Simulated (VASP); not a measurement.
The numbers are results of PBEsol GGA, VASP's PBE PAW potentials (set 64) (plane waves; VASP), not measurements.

A VASP calculation is set up with these files.

File KPOINTS:
```
Automatic mesh
0
Gamma
5 5 7
0 0 0
```

**INCAR**
```
LASPH  =  .TRUE.
SIGMA  =  0.01
SYSTEM  =  MnF2
NELM  =  100
LORBIT  =  10
GGA  =  PS
MAGMOM  =  4.5 -4.5 -0.0 2*0.0 -0.0
LREAL  =  .FALSE.   # projection in real space or not
PREC  =  Accurate
LEPSILON  =  .TRUE.
NSW  =  1
LMAXMIX  =  4   # l cut-off of mixed one-centre charges
LWAVE  =  .FALSE.
ENCUT  =  520   # plane-wave cut-off (eV)
LCHARG  =  .FALSE.
ALGO  =  Normal   # blocked Davidson
ISMEAR  =  0
EDIFF  =  1E-8
IBRION  =  8   # DFPT with symmetry
ISPIN  =  2   # spin-polarised
```

**POSCAR**
```
MnF2
1
    4.8456350247     0.0000000000     0.0000000000
    0.0000000000     4.8456350247     0.0000000000
    0.0000000000     0.0000000000     3.2805016993
Mn F
2 4
Direct
  0.0000000000   0.0000000000   0.0000000000
  0.5000000000   0.5000000000   0.5000000000
  0.3035984944   0.3035984944   0.0000000000
  0.8035984944   0.1964015056   0.5000000000
  0.1964015056   0.8035984944   0.5000000000
  0.6964015056   0.6964015056   0.0000000000
```

POTCAR, in this order: Mn_pv F (PBE.64 set). Program: vasp_std.

Output of the run:

OUTCAR:
```
 ion  position               nearest neighbor table
   1  0.000  0.000  0.000-   3 2.08   6 2.08   5 2.12   4 2.12   4 2.12   5 2.12
   2  0.500  0.500  0.500-   4 2.08   5 2.08   3 2.12   6 2.12   3 2.12   6 2.12
   3  0.304  0.304  0.000-   1 2.08   2 2.12   2 2.12
   4  0.804  0.196  0.500-   2 2.08   1 2.12   1 2.12
   5  0.196  0.804  0.500-   2 2.08   1 2.12   1 2.12
   6  0.696  0.696  0.000-   1 2.08   2 2.12   2 2.12
  LATTYP: Found a simple tetragonal cell.
 ALAT       =     4.8456350247
 C/A-ratio  =     0.6770014008
 Subroutine PRICEL returns:
 Original cell was already a primitive cell.
 Subroutine GETGRP returns: Found 16 space group operations
The static configuration has the point symmetry D_2h.
 The point group associated with its full space group is D_4h.
The dynamic configuration has the point symmetry D_2h.
The overall configuration has the point symmetry D_2h.
 Subroutine INISYM returns: Found 16 space group operations
 Subroutine IBZKPT returns following result:
 Found     24 irreducible k-points:

 Following reciprocal coordinates:
            Coordinates               Weight
  0.000000  0.000000  0.000000      1.000000
  0.200000  0.000000  0.000000      4.000000
...
```

OSZICAR:
```
...
RMM:   4    -0.436920819517E+00    0.68728E-03   -0.92154E-03  5396   0.642E-01    0.276E-01
RMM:   5    -0.448356398689E+00   -0.11436E-01   -0.22624E-03  5428   0.336E-01    0.632E-02
RMM:   6    -0.449656279706E+00   -0.12999E-02   -0.36079E-04  5881   0.970E-02    0.293E-02
RMM:   7    -0.450266992363E+00   -0.61071E-03   -0.54310E-05  5423   0.356E-02    0.987E-03
RMM:   8    -0.450522395122E+00   -0.25540E-03   -0.11167E-05  5353   0.165E-02    0.319E-03
RMM:   9    -0.450600096719E+00   -0.77702E-04   -0.23448E-06  5414   0.638E-03    0.147E-03
RMM:  10    -0.450622661038E+00   -0.22564E-04   -0.42173E-07  5623   0.277E-03    0.403E-04
RMM:  11    -0.450623979756E+00   -0.13187E-05    0.10348E-07  5862   0.996E-04    0.133E-04
RMM:  12    -0.450628317646E+00   -0.43379E-05   -0.41767E-07  5543   0.426E-04    0.623E-05
RMM:  13    -0.450628795313E+00   -0.47767E-06   -0.12073E-07  5077   0.167E-04    0.286E-05
RMM:  14    -0.450629002804E+00   -0.20749E-06   -0.92259E-08  2514   0.836E-05    0.123E-05
RMM:  15    -0.450628901435E+00    0.10137E-06    0.61666E-08  1966   0.715E-05    0.336E-06
 Linear response DOF=           4
 Linear response progress:
  Degree of freedom:   1/  4
       N       E                     dE             d eps       ncg     rms          rms(c)
RMM:   1    -0.615335250748E+00   -0.61534E+00   -0.24127E+01  6721   0.119E+02
RMM:   2    -0.701905076089E+00   -0.86570E-01   -0.11907E-01 10035   0.215E+00    0.137E+00
RMM:   3    -0.660667313879E+00    0.41238E-01   -0.35092E-02 10864   0.935E-01    0.545E-01
RMM:   4    -0.671714098106E+00   -0.11047E-01   -0.31185E-03 11367   0.285E-01    0.886E-02
RMM:   5    -0.671726040757E+00   -0.11943E-04   -0.30881E-04 12186   0.920E-02    0.452E-02
RMM:   6    -0.671875077961E+00   -0.14904E-03   -0.14831E-04 11582   0.735E-02    0.141E-02
RMM:   7    -0.671962038136E+00   -0.86960E-04   -0.14210E-05 13008   0.201E-02    0.653E-03
RMM:   8    -0.671946609248E+00    0.15429E-04   -0.38316E-06 13379   0.980E-03    0.374E-03
RMM:   9    -0.671951453127E+00   -0.48439E-05   -0.10616E-06 12408   0.462E-03    0.166E-03
RMM:  10    -0.671953841325E+00   -0.23882E-05   -0.63492E-07 12054   0.310E-03    0.612E-04
RMM:  11    -0.671955476604E+00   -0.16353E-05   -0.18718E-07 12723   0.851E-04    0.312E-04
RMM:  12    -0.671962540048E+00   -0.70634E-05   -0.37943E-08 12022   0.787E-04    0.214E-04
RMM:  13    -0.671962488220E+00    0.51828E-07   -0.14379E-07 12508   0.287E-04    0.106E-04
RMM:  14    -0.671962369194E+00    0.11903E-06   -0.11861E-07 12590   0.284E-04    0.467E-05
RMM:  15    -0.671962128635E+00    0.24056E-06   -0.80345E-08 12621   0.894E-05    0.248E-05
RMM:  16    -0.671961982427E+00    0.14621E-06   -0.22652E-08 12307   0.746E-05    0.854E-06
RMM:  17    -0.671961930341E+00    0.52086E-07   -0.32607E-08 12896   0.310E-05    0.300E-06
RMM:  18    -0.671961930232E+00    0.10974E-09   -0.25578E-08 12596   0.224E-05    0.102E-06
 Linear response progress:
  Degree of freedom:   2/  4
       N       E                     dE             d eps       ncg     rms          rms(c)
RMM:   1    -0.597499795453E+00   -0.59750E+00   -0.23831E+01  4827   0.115E+02
RMM:   2    -0.680927956772E+00   -0.83428E-01   -0.10912E-01  6844   0.198E+00    0.138E+00
RMM:   3    -0.639529890789E+00    0.41398E-01   -0.29929E-02  7199   0.837E-01    0.544E-01
RMM:   4    -0.650264641583E+00   -0.10735E-01   -0.26800E-03  7337   0.243E-01    0.786E-02
RMM:   5    -0.650280368882E+00   -0.15727E-04   -0.15275E-04  8254   0.622E-02    0.376E-02
RMM:   6    -0.650186438487E+00    0.93930E-04   -0.46475E-05  7739   0.398E-02    0.882E-03
RMM:   7    -0.650220951248E+00   -0.34513E-04   -0.59025E-06  8268   0.130E-02    0.441E-03
RMM:   8    -0.650160670164E+00    0.60281E-04   -0.14919E-06  8725   0.547E-03    0.213E-03
RMM:   9    -0.650123792041E+00    0.36878E-04   -0.43841E-07  8284   0.281E-03    0.385E-04
RMM:  10    -0.650126422692E+00   -0.26307E-05   -0.18339E-07  9184   0.104E-03    0.173E-04
RMM:  11    -0.650128420273E+00   -0.19976E-05   -0.20418E-07  8744   0.495E-04    0.852E-05
RMM:  12    -0.650131100437E+00   -0.26802E-05   -0.26028E-07  8098   0.318E-04    0.192E-05
RMM:  13    -0.650130983072E+00    0.11736E-06   -0.17893E-07  9144   0.177E-04    0.839E-06
RMM:  14    -0.650130922422E+00    0.60650E-07   -0.12788E-07  9140   0.118E-04    0.414E-06
RMM:  15    -0.650130909995E+00    0.12427E-07   -0.11998E-07  8843   0.855E-05    0.269E-06
RMM:  16    -0.650130907681E+00    0.23139E-08   -0.74267E-08  7930   0.654E-05    0.174E-06
 Linear response progress:
  Degree of freedom:   3/  4
       N       E                     dE             d eps       ncg     rms          rms(c)
RMM:   1    -0.548938121533E+00   -0.54894E+00    0.60461E-01 14049   0.371E+00
RMM:   2    -0.536738171513E+00    0.12200E-01   -0.18101E-02 10466   0.837E-01    0.244E-01
RMM:   3    -0.538541451603E+00   -0.18033E-02   -0.38328E-03 12604   0.285E-01    0.137E-01
RMM:   4    -0.539246488211E+00   -0.70504E-03   -0.46381E-04 13069   0.845E-02    0.883E-02
RMM:   5    -0.539766141212E+00   -0.51965E-03   -0.78870E-05 11426   0.455E-02    0.238E-02
RMM:   6    -0.539919572990E+00   -0.15343E-03   -0.21055E-05 12750   0.212E-02    0.777E-03
RMM:   7    -0.539877665976E+00    0.41907E-04   -0.27956E-06 11656   0.872E-03    0.389E-03
RMM:   8    -0.539848368451E+00    0.29298E-04   -0.72458E-07 12656   0.412E-03    0.121E-03
RMM:   9    -0.539846837152E+00    0.15313E-05   -0.12922E-07 13587   0.137E-03    0.622E-04
RMM:  10    -0.539847835109E+00   -0.99796E-06   -0.18280E-08 12524   0.621E-04    0.255E-04
RMM:  11    -0.539849076973E+00   -0.12419E-05   -0.43234E-09 12136   0.318E-04    0.710E-05
RMM:  12    -0.539849102090E+00   -0.25117E-07   -0.24748E-08 13696   0.133E-04    0.251E-05
RMM:  13    -0.539848993090E+00    0.10900E-06   -0.47298E-09 12068   0.706E-05    0.150E-05
RMM:  14    -0.539848992727E+00    0.36269E-09   -0.62697E-09 12895   0.404E-05    0.502E-06
 Linear response progress:
  Degree of freedom:   4/  4
       N       E                     dE             d eps       ncg     rms          rms(c)
RMM:   1    -0.536658722755E+00   -0.53666E+00    0.63401E-01 13346   0.362E+00
RMM:   2    -0.524689693522E+00    0.11969E-01   -0.19536E-02 10468   0.826E-01    0.188E-01
RMM:   3    -0.526687997760E+00   -0.19983E-02   -0.43473E-03 12509   0.264E-01    0.109E-01
RMM:   4    -0.527537724227E+00   -0.84973E-03   -0.43707E-04 12638   0.788E-02    0.616E-02
RMM:   5    -0.528066715195E+00   -0.52899E-03   -0.77210E-05 12056   0.363E-02    0.181E-02
RMM:   6    -0.528142693899E+00   -0.75979E-04   -0.13917E-05 13386   0.131E-02    0.707E-03
RMM:   7    -0.528112217521E+00    0.30476E-04   -0.15117E-06 12494   0.597E-03    0.274E-03
RMM:   8    -0.528099124530E+00    0.13093E-04   -0.31397E-07 12216   0.257E-03    0.755E-04
RMM:   9    -0.528104319201E+00   -0.51947E-05   -0.73728E-08 13396   0.103E-03    0.354E-04
RMM:  10    -0.528106011476E+00   -0.16923E-05   -0.26498E-07 12930   0.431E-04    0.864E-05
RMM:  11    -0.528106058110E+00   -0.46634E-07   -0.34082E-08 13830   0.162E-04    0.299E-05
RMM:  12    -0.528106175429E+00   -0.11732E-06   -0.91118E-08 12764   0.753E-05    0.175E-05
RMM:  13    -0.528106264415E+00   -0.88986E-07   -0.37846E-08 13784   0.354E-05    0.641E-06
RMM:  14    -0.528106251594E+00    0.12821E-07   -0.17519E-08 13056   0.196E-05    0.405E-06
RMM:  15    -0.528106221365E+00    0.30228E-07   -0.78560E-09 11431   0.154E-05    0.871E-07
RMM:  16    -0.528106217241E+00    0.41243E-08   -0.66907E-09 11596   0.119E-05    0.474E-07
 Linear response finished
```

### OUTCAR
```
------------------------ aborting loop because EDIFF is reached ----------------------------------------

 total charge

# of ion       s       p       d       tot
------------------------------------------
    1        0.169   6.155   4.969  11.293
    2        0.169   6.155   4.969  11.293
    3        1.733   4.352   0.000   6.085
    4        1.733   4.352   0.000   6.085
    5        1.733   4.352   0.000   6.085
    6        1.733   4.352   0.000   6.085
--------------------------------------------------
tot          7.270  29.718   9.937  46.925

 magnetization (x)

# of ion       s       p       d       tot
------------------------------------------
    1        0.017   0.017   4.483   4.517
    2       -0.017  -0.017  -4.483  -4.517
    3       -0.003  -0.024   0.000  -0.027
    4        0.003   0.024   0.000   0.027
    5        0.003   0.024   0.000   0.027
    6       -0.003  -0.024   0.000  -0.027
--------------------------------------------------
tot         -0.000   0.000   0.000  -0.000

 HEAD OF MICROSCOPIC STATIC DIELECTRIC TENSOR (INDEPENDENT PARTICLE, excluding Hartree and local field effects)
 ------------------------------------------------------
           3.053482     0.000000     0.000000
          -0.000000     3.053482     0.000000
           0.000000     0.000000     2.987896
 ------------------------------------------------------

 MACROSCOPIC STATIC DIELECTRIC TENSOR (including local field effects in DFT)
 ------------------------------------------------------
           3.040755    -0.000000     0.000000
           0.000000     3.040755     0.000000
           0.000000     0.000000     2.982676
 ------------------------------------------------------

 PIEZOELECTRIC TENSOR (including local field effects)  for field in x, y, z        (e  Angst)
          XX          YY          ZZ          XY          YZ          ZX
  --------------------------------------------------------------------------------
  x     0.00000     0.00000     0.00000     0.00000     0.00000     0.00000
  y     0.00000     0.00000     0.00000     0.00000     0.00000     0.00000
  z     0.00000     0.00000     0.00000     0.00000     0.00000     0.00000

 PIEZOELECTRIC TENSOR (including local field effects)  for field in x, y, z        (C/m^2)
          XX          YY          ZZ          XY          YZ          ZX
  --------------------------------------------------------------------------------
  x     0.00000     0.00000     0.00000     0.00000     0.00000     0.00000
  y     0.00000     0.00000     0.00000     0.00000     0.00000     0.00000
  z     0.00000     0.00000     0.00000     0.00000     0.00000     0.00000

 BORN EFFECTIVE CHARGES (including local field effects) (in |e|, cummulative output)
 ---------------------------------------------------------------------------------
 ion    1
    1     2.35048     0.22202     0.00000
    2     0.22202     2.35048     0.00000
    3     0.00000     0.00000     2.66081
 ion    2
    1     2.35048    -0.22202     0.00000
    2    -0.22202     2.35048     0.00000
    3     0.00000     0.00000     2.66081
 ion    3
    1    -1.17524    -0.49711     0.00000
    2    -0.49711    -1.17524     0.00000
    3     0.00000     0.00000    -1.33041
 ion    4
    1    -1.17524     0.49711     0.00000
    2     0.49711    -1.17524     0.00000
    3     0.00000     0.00000    -1.33041
 ion    5
    1    -1.17524     0.49711     0.00000
    2     0.49711    -1.17524     0.00000
    3     0.00000     0.00000    -1.33041
 ion    6
    1    -1.17524    -0.49711     0.00000
    2    -0.49711    -1.17524     0.00000
    3     0.00000     0.00000    -1.33041

   1 f  =   13.708997 THz    86.136167 2PiTHz  457.282910 cm-1    56.695830 meV
             X         Y         Z           dx          dy          dz
      0.000000  0.000000  0.000000    -0.000000    0.000000    0.000000
      2.422818  2.422818  1.640251     0.000000    0.000000    0.000000
      1.471127  1.471127  0.000000     0.353553    0.353553    0.000000
      3.893945  0.951690  1.640251    -0.353553    0.353553    0.000000
      0.951690  3.893945  1.640251     0.353553   -0.353553    0.000000
      3.374508  3.374508  0.000000    -0.353553   -0.353553    0.000000

   2 f  =   10.672504 THz    67.057322 2PiTHz  355.996423 cm-1    44.137911 meV
             X         Y         Z           dx          dy          dz
      0.000000  0.000000  0.000000    -0.107881    0.256082   -0.000000
      2.422818  2.422818  1.640251    -0.157946    0.280868    0.000000
      1.471127  1.471127  0.000000    -0.223018   -0.061352    0.000000
      3.893945  0.951690  1.640251     0.448300   -0.393701    0.000000
      0.951690  3.893945  1.640251     0.448300   -0.393701   -0.000000
      3.374508  3.374508  0.000000    -0.223018   -0.061352    0.000000

   3 f  =   10.672504 THz    67.057322 2PiTHz  355.996423 cm-1    44.137911 meV
             X         Y         Z           dx          dy          dz
      0.000000  0.000000  0.000000    -0.280868   -0.157946   -0.000000
      2.422818  2.422818  1.640251    -0.256082   -0.107881    0.000000
      1.471127  1.471127  0.000000     0.393701    0.448300   -0.000000
      3.893945  0.951690  1.640251     0.061352   -0.223018    0.000000
      0.951690  3.893945  1.640251     0.061352   -0.223018    0.000000
      3.374508  3.374508  0.000000     0.393701    0.448300   -0.000000

...
```
(Selected blocks of OUTCAR.)

### OUTCAR
```
 val. band max:        2.8928743542   @ k =   0.4000   0.2000   0.0000

 cond. band min:       4.9514438278   @ k =   0.0000   0.0000   0.0000


 Fermi energy:         3.0367822048

 spin component 1

 k-point     1 :       0.0000    0.0000    0.0000
  band No.  band energies     occupation
      1     -46.4587      1.00000
      2     -46.3925      1.00000
      3     -46.3847      1.00000
      4     -41.6079      1.00000
      5     -41.5487      1.00000
      6     -41.5416      1.00000
      7     -21.1870      1.00000
      8     -20.6311      1.00000
      9     -20.6108      1.00000
     10     -20.5516      1.00000
     11      -4.8172      1.00000
     12      -3.8057      1.00000
     13      -3.3517      1.00000
     14      -3.2064      1.00000
     15      -2.7758      1.00000
     16      -2.7357      1.00000
     17      -2.7147      1.00000
     18      -2.6903      1.00000
     19      -1.7749      1.00000
     20      -1.3932      1.00000
     21      -1.3758      1.00000
     22      -1.0688      1.00000
     23       1.1603      1.00000
     24       1.4203      1.00000
     25       1.5994      1.00000
     26       2.5133      1.00000
     27       2.8282      1.00000
     28       4.9514      0.00000
     29       5.3492      0.00000
     30       5.8712      0.00000
     31       5.8875      0.00000
     32       6.9055      0.00000

 k-point     2 :       0.2000    0.0000    0.0000
  band No.  band energies     occupation
      1     -46.4587      1.00000
      2     -46.3925      1.00000
      3     -46.3847      1.00000
      4     -41.6080      1.00000
      5     -41.5487      1.00000
      6     -41.5416      1.00000
      7     -21.1386      1.00000
      8     -20.6980      1.00000
      9     -20.5959      1.00000
     10     -20.5529      1.00000
     11      -4.6673      1.00000
     12      -3.8073      1.00000
     13      -3.2625      1.00000
     14      -3.2167      1.00000
...
```

The dielectric response may not be converged in the k-mesh; for small gaps it tends to come out too large.

The compound is MnF2 in the rutile structure. It was relaxed first.
